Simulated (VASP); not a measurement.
Consider the following.

```yaml
crystal:
  lattice:
    - [1.54558, -2.67701, 0.00000]
    - [1.54558, 2.67701, 0.00000]
    - [0.00000, 0.00000, 5.07586]
  atoms:
    - { symbol: Si, position: [0.66667, 0.33333, 0.49958] }
    - { symbol: Si, position: [0.33333, 0.66667, 0.99958] }
    - { symbol: C, position: [0.66667, 0.33333, 0.87542] }
    - { symbol: C, position: [0.33333, 0.66667, 0.37542] }
```

Method: PBE GGA, VASP's PBE PAW potentials (set 64) (plane waves; VASP). Numerical set-up: 520 eV cut-off, Gaussian smearing of 0.050 eV, potentials Si C.

Task: Estimate the band gap (along the path) with the smallest direct gap where there is one.

Result: 
The band gap (along the path) comes out as 2.30 eV and the smallest direct gap (along the path) is 3.95 eV.

Total energies compare only between runs with the same potentials, cut-off and functional.

The compound is SiC in the wurtzite structure, the rare 2H polytype. It was relaxed first.
